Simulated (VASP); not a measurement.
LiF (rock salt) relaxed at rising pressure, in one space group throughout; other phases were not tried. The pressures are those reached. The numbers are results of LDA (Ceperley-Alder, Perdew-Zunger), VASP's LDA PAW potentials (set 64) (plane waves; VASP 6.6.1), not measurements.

```
P (GPa)  V (Å³/atom)    k-mesh
-------  -----------  --------
-0.20          7.422  12×12×12
5.00           7.042  12×12×12
10.05          6.751  12×12×12
20.10          6.309  12×12×12
30.13          5.978  12×12×12
```

A change of mesh leaves a small step in the series.

Problem. Fit an equation of state and predict the volume at 45.19 GPa.

Solution. Least squares on the third-order Birch-Murnaghan form, P = (3B0/2)(y⁷ − y⁵)[1 + (3/4)(B′ − 4)(y² − 1)] with y = (V0/V)^(1/3), gives V0 = 7.405 Å³/atom, B0 = 89 GPa and B′ = 4.2, and so 5.600 Å³/atom. The run gave 5.601 Å³/atom, +0.0 % from the fit.

Pressures at which the relaxation failed are left out.

The compound is LiF in the rock salt structure.
